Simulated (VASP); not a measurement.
VASP input:

**POSCAR**
```
BeTe
1
    0.0000000000     2.7776615010     2.7776615010
    2.7776615010     0.0000000000     2.7776615010
    2.7776615010     2.7776615010     0.0000000000
Be Te
1 1
Direct
  0.0000000000   0.0000000000   0.0000000000
  0.2500000000   0.2500000000   0.2500000000
```

File KPOINTS:
```
Regular mesh
0
gamma
  8 8 8
0 0 0
```

INCAR:
```
! general
SYSTEM  = BeTe
PREC    = Accurate
ENCUT   = 520   ! plane-wave cut-off (eV)
LREAL   = F   ! projection in real space or not
LASPH   = T   ! aspherical one-centre terms

! electronic loop
EDIFF   = 1E-7   ! SCF stop (eV)
NELM    = 100   ! most electronic steps
ALGO    = Normal   ! blocked Davidson
LMAXMIX = 4

! smearing
ISMEAR  = 0
SIGMA   = 0.05   ! width (eV)

! functional
GGA     = 91

! ions
ISIF    = 2   ! forces and stress, cell fixed

! output
LWAVE   = F
LCHARG  = F
```

POTCAR, in this order: Be Te (PBE.64 set). Program: vasp_std.

**Question.** Write an equivalent input for Quantum ESPRESSO's pw.x.

**Answer.** One equivalent input (not run):
```
&CONTROL
  calculation = 'scf'
  pseudo_dir = './pseudo'
  outdir = './out'
  tprnfor = .true.
  tstress = .true.
/
&SYSTEM
  ibrav = 0
  nat = 2
  ntyp = 2
  ecutwfc = 88
  occupations = 'smearing'
  smearing = 'gaussian'
  degauss = 0.003675
  input_dft = 'pw91'
/
&ELECTRONS
  conv_thr = 7.3e-09
  electron_maxstep = 100
/
ATOMIC_SPECIES
  Be 9.012 Be.upf
  Te 127.600 Te.upf
CELL_PARAMETERS angstrom
     0.0000000    2.7776615    2.7776615
     2.7776615    0.0000000    2.7776615
     2.7776615    2.7776615    0.0000000
ATOMIC_POSITIONS crystal
  Be   0.0000000  0.0000000  0.0000000
  Te   0.2500000  0.2500000  0.2500000
K_POINTS automatic
  8 8 8 0 0 0
```
What does not carry over: the potentials are each code's own (VASP's PAW set, PseudoDojo norm-conserving files in pw.x), so ENCUT and ecutwfc are chosen apart and not converted; conv_thr bounds pw.x's estimated SCF error, while EDIFF bounds the energy change between steps.

The compound is BeTe in the zinc blende structure. This cell is one point of a volume scan, at 0.94 of the reference volume.
